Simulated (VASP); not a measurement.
# CaCuH2 (R-3m) in VASP: a series of runs

Aim: see how the results for CaCuH2 move with the level of theory and the settings. Levels: PBE+D2, PBE+D3. Tasks: relaxation of cell and atoms.

Program: VASP 6.6.1. These are calculated values, not measurements. Logs are shortened: lines on timing, memory, paths and dates and some standing lists are left out, and cuts for length are marked.

## 1. Starting point

It takes space group R-3m (No. 166, trigonal). Conventional cell: a = 3.890 Å, b = 3.890 Å, c = 13.072 Å, α = 90.00°, β = 90.00°, γ = 120.00°. Ca (site symmetry -3m) has 6 H at 2.33 Å as nearest neighbours. Cu (site symmetry -3m) has 2 H at 1.54 Å as nearest neighbours. H (site symmetry 3m) has 1 Cu at 1.54 Å as nearest neighbours.

The cell was built by a generator and needn't be a form met in nature.

## 2. Relaxation of cell and atoms, PBE+D2

Contents of INCAR:

```
SYSTEM = CaCuH2
  PREC = Accurate
  ENCUT = 600
  EDIFF = 1E-6
  ISMEAR = -1
  SIGMA = 0.05
  LREAL = .FALSE.
  LASPH = .TRUE.
  NELM = 100
  ALGO = Fast
  ISIF = 3
  LWAVE = .FALSE.
  LCHARG = .FALSE.
  GGA = PE
  IVDW = 1
  IBRION = 2
  NSW = 60
  EDIFFG = -0.005
```

Contents of KPOINTS:

```
Automatic mesh
0
G
  6 6 6
  0 0 0
```

Contents of POSCAR:

```
CaCuH2
1.0
    1.9452400000      1.1230900000      4.3573800000
   -1.9452400000      1.1230900000      4.3573800000
    0.0000000000     -2.2461700000      4.3573800000
Ca Cu H
1 1 2
Direct
    0.5000000000      0.5000000000      0.5000000000
    0.0000000000      0.0000000000      0.0000000000
    0.8818100000      0.8818100000      0.8818100000
    0.1181900000      0.1181900000      0.1181900000
```

Potentials or basis: VASP PAW PBE potentials, release 64 (Ca_sv, Cu, H).

Started as:

```console
$ cat potpaw_PBE.64/Ca_sv/POTCAR potpaw_PBE.64/Cu/POTCAR potpaw_PBE.64/H/POTCAR > POTCAR
$ mpirun -np 1 vasp_std > vasp.out
```

OUTCAR:

```text
SYSTEM = CaCuH2
   PREC = Accurate
   ENCUT = 600
   EDIFF = 1E-6
   ISMEAR = -1
   LREAL = .FALSE.
   LASPH = .TRUE.
   NELM = 100
   ISIF = 3
   GGA = PE
   IVDW = 1
   IBRION = 2
   NSW = 60
   EDIFFG = -0.005
  IVDW =   1

 ion  position               nearest neighbor table
   1  0.500  0.500  0.500-
   2  0.000  0.000  0.000-   3 1.54   4 1.54
   3  0.882  0.882  0.882-   2 1.54
   4  0.118  0.118  0.118-   2 1.54

  LATTYP: Found a trigonal (rhomboedric) cell.
 ALAT       =     4.9022495112
 COS(alpha) =     0.6850898149

  Lattice vectors:

 A1 = (   1.9452400000,   1.1230900000,   4.3573800000)
 A2 = (  -1.9452400000,   1.1230900000,   4.3573800000)
 A3 = (   0.0000000000,  -2.2461700000,   4.3573800000)

Analysis of symmetry for initial positions (statically):
=====================================================================
 Subroutine PRICEL returns:
 Original cell was already a primitive cell.

 Routine SETGRP: Setting up the symmetry group for a
 trigonal (rhombohedral) supercell.

 Subroutine GETGRP returns: Found 12 space group operations
 (whereof 12 operations were pure point group operations)
 out of a pool of 12 trial point group operations.

The static configuration has the point symmetry D_3d.

Analysis of symmetry for dynamics (positions and initial velocities):
=====================================================================
 Subroutine PRICEL returns:
 Original cell was already a primitive cell.

 Routine SETGRP: Setting up the symmetry group for a
 trigonal (rhombohedral) supercell.

 Subroutine GETGRP returns: Found 12 space group operations
 (whereof 12 operations were pure point group operations)
 out of a pool of 12 trial point group operations.

The dynamic configuration has the point symmetry D_3d.

 Subroutine INISYM returns: Found 12 space group operations
 (whereof 12 operations are pure point group operations),
 and found     1 'primitive' translations

----------------------------------------------------------------------------------------

                                     Primitive cell

  volume of cell :      57.1167

  direct lattice vectors                    reciprocal lattice vectors
     1.945240000  1.123090000  4.357380000     0.257037692  0.148400539  0.076498455
    -1.945240000  1.123090000  4.357380000    -0.257037692  0.148400539  0.076498455
     0.000000000 -2.246170000  4.357380000     0.000000000 -0.296801078  0.076498796

  length of vectors
     4.902249511  4.902249511  4.902248477     0.306501401  0.306501401  0.306501135

  position of ions in fractional coordinates (direct lattice)
     0.500000000  0.500000000  0.500000000
     0.000000000  0.000000000  0.000000000
     0.881810000  0.881810000  0.881810000
[... 96 lines left out ...]
   EFERMI_NEDOS =   21; number of points for ismear=-14 and -15
   IALGO  =     68    algorithm
   IMIX   =      4    mixing-type and parameters
     AMIX     =   0.40;   BMIX     =  1.00
     AMIX_MAG =   1.60;   BMIX_MAG =  1.00
  volume/ion in A,a.u.               =      14.28        96.36
  Fermi-wavevector in a.u.,A,eV,Ry     =   1.208917  2.284521 19.884638  1.461480
  Thomas-Fermi vector in A             =   2.344510
   LORBIT       =      0    0 simple, 1 ext, 2 COOP (PROOUT), +10 PAW based schemes
   GGA     = PE    functional components
   LHFCALC =     F    Hartree Fock is set to
   AEXX    =    0.0000 exact exchange contribution
   IVDW    =     1    specifies the selected vdW correction
   LEPSILON=     F    determine dielectric tensor
   LRPA    =     F    only Hartree local field effects (RPA)
 conjugate gradient relaxation of ions
 non-spin polarized calculation
 RMM-DIIS sequential band-by-band and
  energy-cutoff  :      600.00
  volume of cell :       57.12
 maximum number of plane-waves:      1925
   NGX = 19   NGY = 19   NGZ = 19

--------------------------------------- Ionic step        1  -------------------------------------------

 number of electron      23.0000008 magnetization

 Free energy of the ion-electron system (eV)
  ---------------------------------------------------
  ext. energy  EPLUGINS =         0.00000000
  ---------------------------------------------------
  free energy    TOTEN  =       -13.23444767 eV

  energy without entropy =      -13.22012902  energy(sigma->0) =      -13.22728835

------------------------ aborting loop because EDIFF is reached ----------------------------------------

  DFT-D2 method for vdW energy calculation

  Number of pair interactions contributing to vdW energy:   91579
[... 117 lines left out ...]
  FREE ENERGIE OF THE ION-ELECTRON SYSTEM (eV)
  ---------------------------------------------------
  free  energy   TOTEN  =       -14.0522500834 eV

  energy  without entropy=      -14.0378943103  energy(sigma->0) =      -14.04507220

[... ionic steps 4 to 7 ...]

--------------------------------------- Ionic step        8  -------------------------------------------

 number of electron      23.0000007 magnetization

------------------------ aborting loop because EDIFF is reached ----------------------------------------
[... 83 lines left out ...]
--------------------------------------- Ionic step       10  -------------------------------------------

 number of electron      23.0000006 magnetization

 Free energy of the ion-electron system (eV)
  ---------------------------------------------------
  ext. energy  EPLUGINS =         0.00000000
  ---------------------------------------------------
  free energy    TOTEN  =       -13.22805236 eV

  energy without entropy =      -13.21340187  energy(sigma->0) =      -13.22072712

 E-fermi :   3.1808     XC(G=0):  -9.2662

 val. band max:        3.1777603072   @ k =  -0.1667   0.3333   0.1667
 cond. band min:       3.2017421385   @ k =   0.5000   0.3333   0.1667
 fundamental gap:      0.0239818313
 Fermi energy:         3.1807683078

 k-point     1 :       0.0000    0.0000    0.0000
  band No.  band energies     occupation
      1     -37.9874      2.00000
      2     -19.0383      2.00000
      3     -18.9483      2.00000
      4     -18.9483      2.00000
      5      -5.1795      2.00000
      6      -0.8222      2.00000
      7      -0.2112      2.00000
      8      -0.2112      2.00000
      9      -0.0076      2.00000
     10       0.0646      2.00000
     11       0.0646      2.00000
     12       3.4069      0.02148
     13       5.9291      0.00000
     14       5.9291      0.00000
[... 401 lines left out ...]
      2     -19.1041      2.00000
      3     -19.0229      2.00000
      4     -19.0108      2.00000
      5      -3.4951      2.00000
      6      -1.8660      2.00000
      7      -0.2976      2.00000
      8      -0.2026      2.00000
      9      -0.0623      2.00000
     10       0.1965      2.00000
     11       0.5727      2.00000
     12       2.8218      1.99848
     13       4.4829      0.00000
     14       6.3307      0.00000
     15       6.9865      0.00000

 [... further k-points ...]

------------------------ aborting loop because EDIFF is reached ----------------------------------------

  DFT-D2 method for vdW energy calculation

  Number of pair interactions contributing to vdW energy:   93739
[... 29 lines left out ...]
  FREE ENERGIE OF THE ION-ELECTRON SYSTEM (eV)
  ---------------------------------------------------
  free  energy   TOTEN  =       -14.0533520893 eV

  energy  without entropy=      -14.0387016016  energy(sigma->0) =      -14.04602685

 reached required accuracy - stopping structural energy minimisation
```

It took 3.4 min on 1 thread of Intel Xeon 6975P-C (Granite Rapids), shared host; peak memory 0.28 GiB.

Results:

```yaml
Free_energy: -14.0534 eV
Relaxed_volume: 13.97 Å³/atom
Relaxed_cell: a = 4.908 Å, b = 4.908 Å, c = 4.908 Å, α = 46.04°, β = 46.04°, γ = 46.04°
Space_group_after_relaxing_to_0.05_Å: R-3m (No. 166)
Energy_gained_by_relaxing: 1.0 meV/atom
Ionic_steps: 10
Pressure_after_relaxing: 0.0 GPa
Band_gap_on_the_k_mesh: none (metal or under the smearing width)
Dispersion_energy_per_atom: -0.206 eV
```

Forces in eV/Å, atoms in the order of the input:
```
Ca   0.000  0.000  0.000
Cu   0.000  0.000  0.000
H    0.000  0.000 -0.002
H    0.000  0.000  0.002
```

Step by step:
```
step  energy change (eV)  largest force (eV/Å)  pressure (GPa)  volume (Å³)
   1              0.0000                0.0190           -0.57        57.12
   2             -0.0020                0.0180           -0.50        56.70
   3             -0.0029                0.0128            0.48        55.45
   4             -0.0035                0.0147            0.13        55.90
   5             -0.0036                0.0338           -0.02        55.91
   6             -0.0037                0.0252            0.00        55.90
   7             -0.0037                0.0215            0.02        55.90
   8             -0.0039                0.0111            0.03        55.89
   9             -0.0040                0.0107            0.03        55.88
  10             -0.0040                0.0024            0.01        55.88
```

Final structure:
```yaml
crystal:
  lattice:
    - [1.91928, 1.10810, 4.37937]
    - [-1.91928, 1.10810, 4.37937]
    - [0.00000, -2.21620, 4.37937]
  atoms:
    - { symbol: Ca, position: [0.50000, 0.50000, 0.50000] }
    - { symbol: Cu, position: [0.00000, 0.00000, 0.00000] }
    - { symbol: H, position: [0.88236, 0.88236, 0.88236] }
    - { symbol: H, position: [0.11764, 0.11764, 0.11764] }
```

Caveat: atom-pairwise D2, TS and ULG terms overbind metals; pairwise dispersion overbinds metals, which lowers pressure and volume.

## 3. Relaxation of cell and atoms, PBE+D3

Changes to INCAR since step 2:

```diff
@@ -14,3 +14,3 @@
   GGA = PE
-  IVDW = 1
+  IVDW = 11
   IBRION = 2
```

KPOINTS is that of step 2.

POSCAR is that of step 2.

Potentials or basis: VASP PAW PBE potentials, release 64 (Ca_sv, Cu, H).

Started as:

```console
$ cat potpaw_PBE.64/Ca_sv/POTCAR potpaw_PBE.64/Cu/POTCAR potpaw_PBE.64/H/POTCAR > POTCAR
$ mpirun -np 1 vasp_std > vasp.out
```

OUTCAR:

```text
SYSTEM = CaCuH2
   PREC = Accurate
   ENCUT = 600
   EDIFF = 1E-6
   ISMEAR = -1
   LREAL = .FALSE.
   LASPH = .TRUE.
   NELM = 100
   ISIF = 3
   GGA = PE
   IVDW = 11
   IBRION = 2
   NSW = 60
   EDIFFG = -0.005
 IVDW          = 11

 ion  position               nearest neighbor table
   1  0.500  0.500  0.500-
   2  0.000  0.000  0.000-   3 1.54   4 1.54
   3  0.882  0.882  0.882-   2 1.54
   4  0.118  0.118  0.118-   2 1.54

  LATTYP: Found a trigonal (rhomboedric) cell.
 ALAT       =     4.9022495112
 COS(alpha) =     0.6850898149

  Lattice vectors:

 A1 = (   1.9452400000,   1.1230900000,   4.3573800000)
 A2 = (  -1.9452400000,   1.1230900000,   4.3573800000)
 A3 = (   0.0000000000,  -2.2461700000,   4.3573800000)

Analysis of symmetry for initial positions (statically):
=====================================================================
 Subroutine PRICEL returns:
 Original cell was already a primitive cell.

[... 397 lines left out ...]

 E-fermi :   3.2941     XC(G=0):  -9.3825

 val. band max:        3.2855784051   @ k =   0.3333   0.0000  -0.0000
 cond. band min:       3.3018586243   @ k =   0.5000   0.3333   0.1667
 fundamental gap:      0.0162802192
 Fermi energy:         3.2940853995

 k-point     1 :       0.0000    0.0000    0.0000
  band No.  band energies     occupation
      1     -37.7396      2.00000
      2     -18.7989      2.00000
      3     -18.7044      2.00000
      4     -18.7044      2.00000
      5      -5.1293      2.00000
      6      -0.7558      2.00000
      7      -0.1438      2.00000
      8      -0.1437      2.00000
      9       0.1334      2.00000
     10       0.1334      2.00000
     11       0.3330      2.00000
     12       3.6567      0.00142
     13       6.1296      0.00000
     14       6.1296      0.00000
[... 401 lines left out ...]
      2     -18.8652      2.00000
      3     -18.7869      2.00000
      4     -18.7691      2.00000
      5      -3.3666      2.00000
      6      -1.7444      2.00000
      7      -0.2088      2.00000
      8      -0.1215      2.00000
      9       0.0125      2.00000
     10       0.2758      2.00000
     11       0.6579      2.00000
     12       2.9389      1.99836
     13       4.6123      0.00000
     14       6.5525      0.00000
     15       7.2865      0.00000

 [... further k-points ...]

------------------------ aborting loop because EDIFF is reached ----------------------------------------

 Edisp (eV)   -0.67336

 E8    (eV) :    -0.3611
[... 27 lines left out ...]
  FREE ENERGIE OF THE ION-ELECTRON SYSTEM (eV)
  ---------------------------------------------------
  free  energy   TOTEN  =       -13.8869513372 eV

  energy  without entropy=      -13.8732302254  energy(sigma->0) =      -13.88009078

 reached required accuracy - stopping structural energy minimisation
```

Wall time 6.5 min (1 thread of Intel Xeon 6975P-C (Granite Rapids), shared host); peak memory 0.29 GiB.

What came out:

- Free energy: -13.8870 eV
- Relaxed volume: 13.59 Å³/atom
- Relaxed cell: a = 4.802 Å, b = 4.802 Å, c = 4.802 Å, α = 47.12°, β = 47.12°, γ = 47.12°
- Space group after relaxing (to 0.05 Å): R-3m (No. 166)
- Energy gained by relaxing: 4.6 meV/atom
- Ionic steps: 22
- Pressure after relaxing: 0.0 GPa
- Largest force after relaxing: 0.005 eV/Å
- Band gap on the k mesh: none (metal or under the smearing width)
- Dispersion energy per atom: -0.168 eV

Forces in eV/Å, atoms in the order of the input:
```
Ca   0.000  0.000  0.000
Cu   0.000  0.000  0.000
H    0.000  0.000  0.005
H    0.000  0.000 -0.005
```

Step by step:
| step | energy change (eV) | largest force (eV/Å) | pressure (GPa) | volume (Å³) |
| --- | --- | --- | --- | --- |
| 1 | 0.0000 | 0.0394 | -1.66 | 57.12 |
| 2 | -0.0108 | 0.1160 | -0.91 | 55.91 |
| 3 | -0.0136 | 0.1579 | -0.40 | 55.27 |
| 4 | -0.0125 | 0.2448 | 0.91 | 54.02 |
| 5 | -0.0142 | 0.1891 | 0.09 | 54.81 |
| 6 | -0.0173 | 0.0390 | 0.07 | 54.34 |
| 7 | -0.0174 | 0.0274 | 0.07 | 54.30 |
| 8 | -0.0176 | 0.0212 | 0.08 | 54.36 |
| 9 | -0.0179 | 0.0027 | -0.04 | 54.52 |
| 10 | -0.0176 | 0.0333 | -0.49 | 54.86 |
| 11 | -0.0180 | 0.0096 | -0.24 | 54.64 |
| 12 | -0.0181 | 0.0004 | -0.31 | 54.61 |
| 13 | -0.0182 | 0.0286 | 0.02 | 54.49 |
| 14 | -0.0182 | 0.0192 | 0.02 | 54.53 |
| 15 | -0.0182 | 0.0136 | -0.19 | 54.55 |
| 16 | -0.0182 | 0.0168 | -0.16 | 54.54 |
| 17 | -0.0182 | 0.0175 | -0.06 | 54.53 |
| 18 | -0.0183 | 0.0125 | -0.02 | 54.50 |
| 19 | -0.0183 | 0.0113 | -0.03 | 54.49 |
| 20 | -0.0183 | 0.0090 | -0.18 | 54.47 |
| 21 | -0.0183 | 0.0042 | -0.24 | 54.44 |
| 22 | -0.0183 | 0.0048 | 0.01 | 54.38 |

Final structure:
```
Ca Cu H
1.0
     1.91954    1.10825    4.26039
    -1.91954    1.10825    4.26039
     0.00000   -2.21649    4.26039
Ca Cu H
1 1 2
Direct
  0.50000 0.50000 0.50000
  0.00000 0.00000 0.00000
  0.87927 0.87927 0.87927
  0.12073 0.12073 0.12073
```

Caveat: pairwise dispersion overbinds metals, which lowers pressure and volume.

## 4. The reference run

An earlier run on the cell as given: functional PBE; potentials or basis VASP PAW PBE potentials, release 64 (Ca_sv, Cu, H); cutoff 520 eV; k mesh 8 × 8 × 8; occupations fermi-dirac, width 0.05 eV; no spin polarisation.

* Pressure: 0.2 GPa
* Largest force: 0.027 eV/Å
* Band gap on the k mesh: none (metal or under the smearing width)

## 5. Summary

| task | level | cell | k mesh | cutoff (eV) | gap on the mesh (eV) | pressure (GPa) | relaxed volume (Å³/atom) |
| --- | --- | --- | --- | --- | --- | --- | --- |
| relaxation of cell and atoms | PBE+D2 | relaxed | 6 × 6 × 6 | 600 | none | 0.0 | 13.97 |
| relaxation of cell and atoms | PBE+D3 | relaxed | 6 × 6 × 6 | 600 | none | 0.0 | 13.59 |
| single point | PBE | as given | 8 × 8 × 8 | 520 | none | 0.2 | - |

Alike in all rows: potentials or basis VASP PAW PBE potentials, release 64 (Ca_sv, Cu, H); no spin polarisation; smearing fermi-dirac 0.05 eV.

Caveats: pairwise dispersion overbinds metals, which lowers pressure and volume (some runs); atom-pairwise D2, TS and ULG terms overbind metals (some runs).

Absolute energies hang on the potentials; compare differences alone.
